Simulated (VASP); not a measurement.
These are r2SCAN meta-GGA, VASP's PBE PAW potentials (set 64) (plane waves; VASP) values and carry that method's errors.

The input files of a VASP run:

### INCAR
```
SYSTEM  =  TiO2
PREC  =  Accurate; ENCUT  =  520; LREAL  =  .FALSE.
LASPH  =  .TRUE.
EDIFF  =  1E-6; NELM  =  100; ALGO  =  Normal
LMAXMIX  =  4; LMIXTAU  =  .TRUE.
ISMEAR  =  0; SIGMA  =  0.05
METAGGA  =  R2SCAN
IBRION  =  2; NSW  =  60; ISIF  =  3
EDIFFG  =  -0.02
LWAVE  =  .FALSE.; LCHARG  =  .FALSE.
```

POSCAR:
```
TiO2
1
   -1.8946558551     1.8946558551     4.7800086200
    1.8946558551    -1.8946558551     4.7800086200
    1.8946558551     1.8946558551    -4.7800086200
Ti O
2 4
Direct
  0.7500000000   0.2500000000   0.5000000000
  0.0000000000   0.0000000000   0.0000000000
  0.5418628507   0.0418628507   0.5000000000
  0.7918628507   0.7918628507   0.0000000000
  0.2081371493   0.2081371493   0.0000000000
  0.9581371493   0.4581371493   0.5000000000
```

### KPOINTS
```
Automatic mesh
0
Gamma
7 7 7
0 0 0
```

POTCAR, in this order: Ti_sv O (PBE.64 set). Program: vasp_std.

Output

### OSZICAR
```
       N       E                     dE             d eps       ncg     rms          rms(c)
DAV:   1     0.685534182501E+03    0.68553E+03   -0.25315E+04  2240   0.203E+03
DAV:   2     0.171974912129E+02   -0.66834E+03   -0.64851E+03  2504   0.595E+02
DAV:   3    -0.958488641363E+02   -0.11305E+03   -0.11096E+03  3412   0.222E+02
DAV:   4    -0.101678365647E+03   -0.58295E+01   -0.58234E+01  3192   0.509E+01
DAV:   5    -0.101946457020E+03   -0.26809E+00   -0.26801E+00  3148   0.889E+00    0.331E+01
DAV:   6    -0.729431532058E+02    0.29003E+02   -0.85383E+01  2964   0.109E+02    0.948E+00
DAV:   7    -0.686176299640E+02    0.43255E+01   -0.55546E+00  2860   0.169E+01    0.517E+00
DAV:   8    -0.736826489628E+02   -0.50650E+01   -0.25970E+00  2808   0.124E+01    0.283E+00
DAV:   9    -0.694299527086E+02    0.42527E+01   -0.12782E+00  2400   0.970E+00    0.842E-01
DAV:  10    -0.697405236488E+02   -0.31057E+00   -0.26241E-01  2580   0.480E+00    0.468E-01
DAV:  11    -0.697495208448E+02   -0.89972E-02   -0.20426E-02  2880   0.122E+00    0.313E-01
DAV:  12    -0.698527053495E+02   -0.10318E+00   -0.68352E-02  2412   0.269E+00    0.178E-01
DAV:  13    -0.698587221495E+02   -0.60168E-02   -0.91231E-03  2464   0.105E+00    0.427E-02
DAV:  14    -0.698590352079E+02   -0.31306E-03   -0.29923E-04  3296   0.141E-01    0.302E-02
DAV:  15    -0.698589392270E+02    0.95981E-04   -0.47578E-04  2472   0.196E-01    0.360E-02
DAV:  16    -0.698593909975E+02   -0.45177E-03   -0.36888E-04  2444   0.196E-01    0.885E-03
DAV:  17    -0.698594250705E+02   -0.34073E-04   -0.31119E-05  2468   0.582E-02    0.489E-03
DAV:  18    -0.698594328218E+02   -0.77513E-05   -0.63095E-06  2212   0.224E-02    0.599E-03
DAV:  19    -0.698594391313E+02   -0.63095E-05   -0.41083E-06  2140   0.198E-02    0.333E-03
DAV:  20    -0.698594390867E+02    0.44648E-07   -0.44293E-07  1428   0.676E-03
   1 F= -.69859439E+02 E0= -.69859439E+02  d E =-.698594E+02
       N       E                     dE             d eps       ncg     rms          rms(c)
DAV:   1    -0.698599145407E+02   -0.47541E-03   -0.20253E-01  2296   0.324E+00    0.135E-01
DAV:   2    -0.698598282348E+02    0.86306E-04   -0.44786E-03  2516   0.533E-01    0.842E-02
DAV:   3    -0.698596361828E+02    0.19205E-03   -0.38926E-04  2540   0.231E-01    0.322E-02
DAV:   4    -0.698596469568E+02   -0.10774E-04   -0.25040E-04  2432   0.143E-01    0.912E-03
DAV:   5    -0.698597228337E+02   -0.75877E-04   -0.68985E-05  2424   0.843E-02    0.470E-03
DAV:   6    -0.698596905583E+02    0.32275E-04   -0.39098E-05  2388   0.647E-02    0.355E-03
DAV:   7    -0.698597367484E+02   -0.46190E-04   -0.14748E-05  2108   0.373E-02    0.782E-04
DAV:   8    -0.698597362165E+02    0.53190E-06   -0.56296E-07  1496   0.828E-03
   2 F= -.69859736E+02 E0= -.69859736E+02  d E =-.297130E-03
       N       E                     dE             d eps       ncg     rms          rms(c)
DAV:   1    -0.698597500395E+02   -0.13291E-04   -0.41152E-03  2296   0.462E-01    0.194E-02
DAV:   2    -0.698597485808E+02    0.14587E-05   -0.91993E-05  2516   0.764E-02    0.121E-02
DAV:   3    -0.698597431806E+02    0.54002E-05   -0.78324E-06  2532   0.325E-02    0.487E-03
DAV:   4    -0.698597443540E+02   -0.11734E-05   -0.47439E-06  2056   0.195E-02    0.129E-03
DAV:   5    -0.698597448784E+02   -0.52442E-06   -0.11826E-06  1296   0.110E-02
   3 F= -.69859745E+02 E0= -.69859745E+02  d E =-.305792E-03
       N       E                     dE             d eps       ncg     rms          rms(c)
DAV:   1    -0.698603306628E+02   -0.58631E-03   -0.52655E-02  2264   0.226E+00    0.199E-01
DAV:   2    -0.698600057351E+02    0.32493E-03   -0.31950E-03  2756   0.506E-01    0.103E-01
DAV:   3    -0.698598419586E+02    0.16378E-03   -0.10795E-03  2724   0.245E-01    0.292E-02
DAV:   4    -0.698598413571E+02    0.60142E-06   -0.22309E-04  2740   0.127E-01    0.180E-02
DAV:   5    -0.698598639444E+02   -0.22587E-04   -0.16363E-05  2644   0.431E-02    0.106E-02
DAV:   6    -0.698598644013E+02   -0.45690E-06   -0.32199E-05  3588   0.310E-02    0.787E-03
DAV:   7    -0.698598637463E+02    0.65495E-06   -0.46058E-06  2028   0.212E-02
   4 F= -.69859864E+02 E0= -.69859864E+02  d E =-.118868E-03
```

### OUTCAR
```
------------------------ aborting loop because EDIFF is reached ----------------------------------------
  FORCE on cell =-STRESS in cart. coord.  units (eV):
  Direction    XX          YY          ZZ          XY          YZ          ZX
  --------------------------------------------------------------------------------------
  Total       -0.0926465     -0.0926465      0.0410806      0.0000000      0.0000000      0.0000000
  in kB       -2.1599860     -2.1599860      0.9577646      0.0000000      0.0000000      0.0000000
  external PRESSURE =      -1.1207358 kB  Pullay stress =       0.0000000 kB
  volume of cell :       68.72
      direct lattice vectors                 reciprocal lattice vectors
    -1.895440404  1.895440404  4.781986926     0.000000000  0.263790937  0.104559048
     1.895440404 -1.895440404  4.781986926     0.263790937  0.000000000  0.104559048
     1.895440404  1.895440404 -4.781986926     0.263790937  0.263790937  0.000000000
 POSITION                                       TOTAL-FORCE (eV/Angst)
 -----------------------------------------------------------------------------------
      0.00000      1.89544      2.39099        -0.000000     -0.000000      0.000000
      0.00000      0.00000      9.56397        -0.000000     -0.000000     -0.000000
      0.00000      1.89544      0.40388        -0.000000      0.000000      0.006282
      0.00000      0.00000      7.57686         0.000000     -0.000000      0.006282
      0.00000      0.00000      1.98711         0.000000     -0.000000     -0.006282
      0.00000      1.89544      4.37810        -0.000000      0.000000     -0.006282
 -----------------------------------------------------------------------------------
    total drift:                               -0.000000      0.000000      0.000000
  FREE ENERGIE OF THE ION-ELECTRON SYSTEM (eV)
  ---------------------------------------------------
  free  energy   TOTEN  =       -69.8598637463 eV

  energy  without entropy=      -69.8598637463  energy(sigma->0) =      -69.85986375

 reached required accuracy - stopping structural energy minimisation
```
(Selected blocks of OUTCAR.)

CONTCAR:
```
TiO2
   1.00000000000000
    -1.8954404035563754    1.8954404035563754    4.7819869259942127
     1.8954404035563754   -1.8954404035563754    4.7819869259942127
     1.8954404035563754    1.8954404035563754   -4.7819869259942127
  Ti              O
     2     4
Direct
     0.7500000000000000    0.2500000000000000    0.5000000000000000
     1.0000000000000000    1.0000000000000000    0.0000000000000000
     0.5422297305024627    0.0422297305024627    0.5000000000000000
     0.7922297305024627    0.7922297305024627    0.0000000000000000
     0.2077702694975373    0.2077702694975373    0.0000000000000000
     0.9577702694975373    0.4577702694975372    0.5000000000000000
```

**OUTCAR**
```
 val. band max:        2.9795303455   @ k =  -0.4286   0.4286   0.0000

 cond. band min:       5.4944338047   @ k =   0.0000   0.0000   0.0000


 Fermi energy:         3.3817622963

 k-point     1 :       0.0000    0.0000    0.0000
  band No.  band energies     occupation
      1     -55.6437      2.00000
      2     -55.5852      2.00000
      3     -31.0536      2.00000
      4     -30.8094      2.00000
      5     -30.8093      2.00000
      6     -30.7403      2.00000
      7     -30.7403      2.00000
      8     -30.6637      2.00000
      9     -15.6593      2.00000
     10     -14.6832      2.00000
     11     -14.5548      2.00000
     12     -14.2115      2.00000
     13      -1.0798      2.00000
     14      -0.9103      2.00000
     15      -0.9103      2.00000
     16      -0.5423      2.00000
     17       0.8778      2.00000
     18       0.8778      2.00000
     19       0.9056      2.00000
     20       2.1489      2.00000
     21       2.1779      2.00000
     22       2.1779      2.00000
     23       2.4961      2.00000
     24       2.4961      2.00000
     25       5.4944      0.00000
     26       6.2189      0.00000
     27       7.3640      0.00000
     28       7.3644      0.00000

 k-point     2 :       0.1429    0.0000   -0.0000
  band No.  band energies     occupation
      1     -55.6411      2.00000
      2     -55.5869      2.00000
      3     -31.0486      2.00000
      4     -30.8365      2.00000
      5     -30.8111      2.00000
      6     -30.7513      2.00000
      7     -30.7373      2.00000
      8     -30.6643      2.00000
      9     -15.5541      2.00000
     10     -14.6264      2.00000
     11     -14.5218      2.00000
     12     -14.1886      2.00000
     13      -1.2240      2.00000
     14      -1.0752      2.00000
     15      -0.8911      2.00000
     16      -0.5541      2.00000
     17       0.7667      2.00000
     18       0.8552      2.00000
     19       1.0290      2.00000
     20       1.7312      2.00000
...
```

The compound is TiO2 in the anatase structure, one of several forms; rutile is the usual stable one. This run relaxes it. Symmetry was kept, so distortions that lower it aren't found. The start is the result of an earlier pass.
